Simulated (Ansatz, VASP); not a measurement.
# TiAl3: VASP beside Ansatz, part 2 of 3

Aim: how closely do two programs agree when they are given the same cell, functional and k mesh? The cell is taken from a series of runs on this material, whose earlier steps may have relaxed, scaled, displaced or heated it; both programs get it as it stands.

VASP 6.6.1 and Ansatz 0.2.0.

So far: Starting point; Ansatz: zone-centre phonons, LDA.

**3. VASP: zone-centre phonons, LDA**

Level of this step: LDA; plane waves and PAW (Al, Ti_sv) (VASP).

The same cell, functional (in two slightly different forms), mesh and smearing now go to VASP, with its own data sets.

Lines of VASP's logs that name or quote its potential files are left out, and so is its time.

The input, INCAR:

```
SYSTEM = TiAl3
PREC = Accurate
ENCUT = 500
EDIFF = 1E-08
NELM = 120
ISMEAR = 1
SIGMA = 0.2
LREAL = .FALSE.
ALGO = Normal
GGA = CA
NBANDS = 16
LASPH = .TRUE.
LORBIT = 11
LWAVE = .FALSE.
LCHARG = .FALSE.
ISIF = 2
IBRION = 8
GGA_COMPAT = .FALSE.
KPAR = 2
```

The input, POSCAR:

```
TiAl3
1.0
   -1.9011713827      1.9011713827      4.2725301571
    1.9011713827     -1.9011713827      4.2725301571
    1.9011713827      1.9011713827     -4.2725301571
Al Ti
3 1
Direct
    0.5000000000      0.5000000000      0.0000000000
    0.7500000000      0.2500000000      0.5000000000
    0.2500000000      0.7500000000      0.5000000000
    0.0000000000      0.0000000000      0.0000000000
```

The input, KPOINTS:

```
Automatic mesh
0
Gamma
16 16 16
0 0 0
```

PAW data sets: Al and Ti_sv (LDA family, release 64).

Started as:

```
$ mpirun -np 2 vasp_std
```

The log of the run:

```text
[banner, memory and clock lines left out]
running    2 mpi-ranks, on    1 nodes
 distrk:  each k-point on    1 cores,    2 groups
 distr:  one band on    1 cores,    1 groups

 POSCAR found type information on POSCAR AlTi
 POSCAR found :  2 types and       4 ions
 LDA part: xc-table for (Slater(with rela. corr.)+CA(PZ))
 , standard interpolation
 POSCAR, INCAR and KPOINTS ok, starting setup
 FFT: planning ... GRIDC
 FFT: planning ... GRID_SOFT
 FFT: planning ... GRID
 WAVECAR not read
 entering main loop
       N       E                     dE             d eps       ncg     rms          rms(c)
DAV:   1     0.113923647174E+03    0.11392E+03   -0.91683E+03 11168   0.118E+03
DAV:   2    -0.165408466014E+02   -0.13046E+03   -0.12836E+03 11552   0.306E+02
DAV:   3    -0.245711913121E+02   -0.80303E+01   -0.78962E+01 19016   0.678E+01
DAV:   4    -0.247395961485E+02   -0.16840E+00   -0.16827E+00 12728   0.978E+00
DAV:   5    -0.247460601101E+02   -0.64640E-02   -0.64637E-02 18472   0.178E+00    0.110E+01
DAV:   6    -0.235789446432E+02    0.11671E+01   -0.27296E+01 16864   0.385E+01    0.666E+00
DAV:   7    -0.228691669134E+02    0.70978E+00   -0.87393E+00 14728   0.218E+01    0.303E+00
DAV:   8    -0.228296323201E+02    0.39535E-01   -0.12571E+00 14376   0.871E+00    0.160E+00
DAV:   9    -0.227872946089E+02    0.42338E-01   -0.36781E-01 15160   0.476E+00    0.226E-01
DAV:  10    -0.227888486426E+02   -0.15540E-02   -0.87815E-03 14184   0.708E-01    0.282E-01
DAV:  11    -0.227872831737E+02    0.15655E-02   -0.81735E-03 16504   0.605E-01    0.471E-02
DAV:  12    -0.227872775100E+02    0.56637E-05   -0.21689E-04 14904   0.112E-01    0.308E-02
DAV:  13    -0.227872778287E+02   -0.31876E-06   -0.36958E-06 12904   0.150E-02    0.306E-02
DAV:  14    -0.227872811584E+02   -0.33296E-05   -0.13297E-05 15304   0.277E-02    0.220E-02
DAV:  15    -0.227872776951E+02    0.34633E-05   -0.13272E-05 15032   0.299E-02    0.153E-02
DAV:  16    -0.227872774113E+02    0.28374E-06   -0.43022E-07 14616   0.483E-03    0.139E-02
DAV:  17    -0.227872769738E+02    0.43749E-06   -0.45159E-07 14488   0.567E-03    0.784E-03
DAV:  18    -0.227872768016E+02    0.17229E-06   -0.31688E-07 15032   0.465E-03    0.343E-03
DAV:  19    -0.227872767755E+02    0.26009E-07   -0.48698E-08 13944   0.173E-03    0.186E-03
DAV:  20    -0.227872767633E+02    0.12280E-07   -0.72755E-08 14584   0.217E-03    0.313E-04
DAV:  21    -0.227872767630E+02    0.31127E-09   -0.24388E-09  6560   0.423E-04
   1 F= -.22787277E+02 E0= -.22787659E+02  d E =0.114733E-02
 Linear response reoptimize wavefunctions to high precision
DAV:   1    -0.227872767629E+02    0.35016E-10   -0.24523E-10  6576   0.129E-04
 Linear response DOF=           6
 Linear response progress:
  Degree of freedom:   1/  6
       N       E                     dE             d eps       ncg     rms          rms(c)
RMM:   1    -0.890023006514E-02   -0.89002E-02    0.20444E-03 36792   0.129E+00
RMM:   2    -0.733077673736E-02    0.15695E-02   -0.17999E-03 39591   0.247E-01    0.461E-02
RMM:   3    -0.736785498146E-02   -0.37078E-04   -0.35904E-04 43275   0.110E-01    0.248E-02
RMM:   4    -0.747785079749E-02   -0.11000E-03   -0.11438E-04 43519   0.554E-02    0.729E-03
RMM:   5    -0.748773377908E-02   -0.98830E-05   -0.14028E-05 47415   0.207E-02    0.325E-03
RMM:   6    -0.749606715647E-02   -0.83334E-05   -0.23775E-06 50197   0.822E-03    0.855E-04
RMM:   7    -0.749667886302E-02   -0.61171E-06   -0.35562E-07 48122   0.316E-03    0.448E-04
RMM:   8    -0.749670311729E-02   -0.24254E-07   -0.11410E-07 46802   0.167E-03    0.167E-04
RMM:   9    -0.749682976497E-02   -0.12665E-06   -0.22302E-08 51582   0.655E-04    0.778E-05
RMM:  10    -0.749682966333E-02    0.10164E-09   -0.72042E-09 50259   0.312E-04    0.214E-05
 first order change of Fermi-energy   0.20420E-03
 force on displaced ion       1 direction 1 :  -8.343  -0.000   0.000
 Linear response progress:
  Degree of freedom:   2/  6
       N       E                     dE             d eps       ncg     rms          rms(c)
RMM:   1    -0.107969824398E-01   -0.10797E-01    0.69554E-03 26431   0.706E-01
RMM:   2    -0.824571828044E-02    0.25513E-02   -0.15203E-03 23698   0.195E-01    0.461E-02
RMM:   3    -0.819398094578E-02    0.51737E-04   -0.51454E-04 24007   0.970E-02    0.213E-02
RMM:   4    -0.823632229631E-02   -0.42341E-04   -0.15079E-04 24470   0.490E-02    0.738E-03
RMM:   5    -0.823015815164E-02    0.61641E-05   -0.17462E-05 25355   0.191E-02    0.237E-03
RMM:   6    -0.823396073007E-02   -0.38026E-05   -0.39828E-06 26769   0.759E-03    0.618E-04
RMM:   7    -0.823254672262E-02    0.14140E-05   -0.79553E-07 26904   0.326E-03    0.285E-04
RMM:   8    -0.823191308125E-02    0.63364E-06   -0.13588E-07 27765   0.148E-03    0.125E-04
RMM:   9    -0.823207497965E-02   -0.16190E-06    0.45571E-08 28136   0.635E-04    0.289E-05
RMM:  10    -0.823208906829E-02   -0.14089E-07    0.62974E-08 29301   0.284E-04    0.257E-05
RMM:  11    -0.823211351370E-02   -0.24445E-07    0.45561E-08 28118   0.143E-04    0.870E-06
RMM:  12    -0.823209370390E-02    0.19810E-07    0.18628E-08 28657   0.731E-05    0.583E-06
RMM:  13    -0.823209508646E-02   -0.13826E-08    0.15936E-08 28300   0.362E-05    0.253E-06
 first order change of Fermi-energy   0.23620E-03
 force on displaced ion       1 direction 3 :  -0.000  -0.000  -4.022
[...]
RMM:   5    -0.735410470990E-02   -0.21655E-05   -0.16658E-05 83914   0.195E-02    0.240E-03
RMM:   6    -0.736241761582E-02   -0.83129E-05   -0.32930E-06 90997   0.727E-03    0.786E-04
RMM:   7    -0.736108235295E-02    0.13353E-05   -0.65700E-07 89362   0.254E-03    0.158E-04
RMM:   8    -0.736189349634E-02   -0.81114E-06   -0.87955E-08 90706   0.105E-03    0.751E-05
RMM:   9    -0.736180167781E-02    0.91819E-07    0.20256E-07 90520   0.468E-04    0.347E-05
RMM:  10    -0.736177607666E-02    0.25601E-07    0.66891E-08 90211   0.227E-04    0.150E-05
RMM:  11    -0.736186418232E-02   -0.88106E-07    0.13162E-07 88576   0.118E-04    0.911E-06
RMM:  12    -0.736182436615E-02    0.39816E-07    0.41272E-08 86254   0.646E-05    0.187E-06
RMM:  13    -0.736182021417E-02    0.41520E-08    0.48585E-08 93827   0.335E-05    0.118E-06
 first order change of Fermi-energy   0.14494E-05
 force on displaced ion       2 direction 1 :  -7.100   0.000  -0.000
 Linear response progress:
  Degree of freedom:   4/  6
       N       E                     dE             d eps       ncg     rms          rms(c)
RMM:   1    -0.112613225975E-01   -0.11261E-01    0.39470E-03 42375   0.118E+00
RMM:   2    -0.862746160920E-02    0.26339E-02   -0.16558E-03 41836   0.257E-01    0.570E-02
RMM:   3    -0.857589682591E-02    0.51565E-04   -0.56549E-04 42837   0.132E-01    0.273E-02
RMM:   4    -0.865476969709E-02   -0.78873E-04   -0.18432E-04 44779   0.695E-02    0.946E-03
RMM:   5    -0.865914001373E-02   -0.43703E-05   -0.24114E-05 48009   0.277E-02    0.352E-03
RMM:   6    -0.866769342432E-02   -0.85534E-05   -0.43517E-06 50811   0.112E-02    0.132E-03
RMM:   7    -0.866697698642E-02    0.71644E-06   -0.77275E-07 49534   0.429E-03    0.606E-04
RMM:   8    -0.866672092976E-02    0.25606E-06   -0.19564E-07 48716   0.206E-03    0.268E-04
RMM:   9    -0.866697594444E-02   -0.25501E-06   -0.91682E-08 51160   0.797E-04    0.150E-04
RMM:  10    -0.866706634478E-02   -0.90400E-07   -0.31701E-08 49673   0.402E-04    0.334E-05
RMM:  11    -0.866705877096E-02    0.75738E-08   -0.59020E-09 52419   0.170E-04    0.923E-06
 first order change of Fermi-energy  -0.30404E-03
 force on displaced ion       2 direction 3 :  -0.000   0.000  -6.169
 Linear response progress:
  Degree of freedom:   5/  6
       N       E                     dE             d eps       ncg     rms          rms(c)
RMM:   1    -0.775410240641E+00   -0.77541E+00    0.10182E+01 20050   0.136E+02
RMM:   2    -0.687379485078E+00    0.88031E-01   -0.53242E-01 34369   0.584E+00    0.166E-01
RMM:   3    -0.686033781606E+00    0.13457E-02   -0.26703E-02 39631   0.127E+00    0.763E-02
RMM:   4    -0.686957187636E+00   -0.92341E-03   -0.18326E-02 46479   0.557E-01    0.379E-02
RMM:   5    -0.688421098898E+00   -0.14639E-02   -0.87481E-04 45168   0.163E-01    0.137E-02
RMM:   6    -0.688792941770E+00   -0.37184E-03   -0.22928E-04 47899   0.688E-02    0.387E-03
RMM:   7    -0.688670522686E+00    0.12242E-03   -0.38770E-05 47718   0.252E-02    0.316E-03
RMM:   8    -0.688765591337E+00   -0.95069E-04   -0.13714E-05 48170   0.127E-02    0.726E-04
RMM:   9    -0.688782796986E+00   -0.17206E-04   -0.66404E-06 50496   0.578E-03    0.155E-04
RMM:  10    -0.688778951461E+00    0.38455E-05   -0.44574E-06 52423   0.318E-03    0.187E-04
RMM:  11    -0.688785891504E+00   -0.69400E-05   -0.33823E-06 47420   0.200E-03    0.222E-05
RMM:  12    -0.688786204041E+00   -0.31254E-06   -0.27101E-06 52076   0.140E-03    0.127E-05
RMM:  13    -0.688786644964E+00   -0.44092E-06   -0.22049E-06 50955   0.107E-03    0.113E-05
RMM:  14    -0.688787170105E+00   -0.52514E-06   -0.17356E-06 46362   0.881E-04    0.142E-05
RMM:  15    -0.688786466107E+00    0.70400E-06   -0.14441E-06 44414   0.750E-04    0.100E-05
RMM:  16    -0.688786507366E+00   -0.41260E-07   -0.11719E-06 51773   0.630E-04    0.128E-05
RMM:  17    -0.688786587633E+00   -0.80267E-07   -0.96678E-07 51013   0.543E-04    0.150E-05
RMM:  18    -0.688786616981E+00   -0.29347E-07   -0.79838E-07 48068   0.474E-04    0.176E-05
RMM:  19    -0.688786645285E+00   -0.28305E-07   -0.65911E-07 40510   0.416E-04    0.195E-05
RMM:  20    -0.688786721823E+00   -0.76538E-07   -0.55387E-07 40456   0.368E-04    0.215E-05
RMM:  21    -0.688786731495E+00   -0.96724E-08   -0.46276E-07 40204   0.325E-04    0.237E-05
RMM:  22    -0.688786733339E+00   -0.18440E-08   -0.38808E-07 32574   0.288E-04    0.254E-05
RMM:  23    -0.688786741769E+00   -0.84298E-08   -0.32806E-07 24270   0.256E-04    0.268E-05
RMM:  24    -0.688786758883E+00   -0.17114E-07   -0.27515E-07 29307   0.229E-04    0.276E-05
 first order change of Fermi-energy  -0.27574E-03
 force on displaced ion       4 direction 1 :  -9.949  -0.000  -0.000
 Linear response progress:
  Degree of freedom:   6/  6
       N       E                     dE             d eps       ncg     rms          rms(c)
RMM:   1    -0.724510501365E+00   -0.72451E+00    0.19482E+01 11343   0.141E+02
RMM:   2    -0.638028679860E+00    0.86482E-01   -0.58657E-01 18923   0.592E+00    0.172E-01
RMM:   3    -0.636637026807E+00    0.13917E-02   -0.28075E-02 22044   0.129E+00    0.750E-02
RMM:   4    -0.637358130584E+00   -0.72110E-03   -0.18632E-02 25395   0.555E-01    0.338E-02
RMM:   5    -0.638503509670E+00   -0.11454E-02   -0.70341E-04 25224   0.150E-01    0.135E-02
RMM:   6    -0.638929091487E+00   -0.42558E-03   -0.21919E-04 26095   0.656E-02    0.320E-03
RMM:   7    -0.638932350039E+00   -0.32586E-05   -0.38069E-05 26882   0.233E-02    0.222E-03
RMM:   8    -0.638980236626E+00   -0.47887E-04   -0.18453E-05 26013   0.121E-02    0.936E-04
RMM:   9    -0.639008546516E+00   -0.28310E-04   -0.11404E-05 27413   0.618E-03    0.318E-04
RMM:  10    -0.638997269595E+00    0.11277E-04   -0.83912E-06 27485   0.349E-03    0.915E-05
RMM:  11    -0.638998930525E+00   -0.16609E-05   -0.72600E-06 27926   0.219E-03    0.494E-05
RMM:  12    -0.639000113042E+00   -0.11825E-05   -0.62270E-06 26512   0.171E-03    0.121E-05
RMM:  13    -0.639000539094E+00   -0.42605E-06   -0.53735E-06 27735   0.140E-03    0.122E-05
RMM:  14    -0.639000592188E+00   -0.53093E-07   -0.47745E-06 28954   0.121E-03    0.228E-05
RMM:  15    -0.639000366116E+00    0.22607E-06   -0.41412E-06 27283   0.107E-03    0.259E-05
RMM:  16    -0.639000489594E+00   -0.12348E-06   -0.35967E-06 23751   0.968E-04    0.252E-05
RMM:  17    -0.639000551225E+00   -0.61632E-07   -0.32057E-06 24134   0.879E-04    0.258E-05
 first order change of Fermi-energy   0.35590E-03
 force on displaced ion       4 direction 3 :  -0.000  -0.000  -7.528
 Linear response finished
```

[end of part 2 of 3]

[Lines on the potential files, build, host, timing and source positions are cut from VASP's logs without a mark.]

[Logs are printed without paths, hosts, clocks, repeated set-up lines and the standing remarks that a program may print on its own settings, such as how far it seeks lower states.]

[Hosts, paths, dates, database ids (printed as entryN), source tags and the programs' standing remarks are cut or masked in the printed files.]
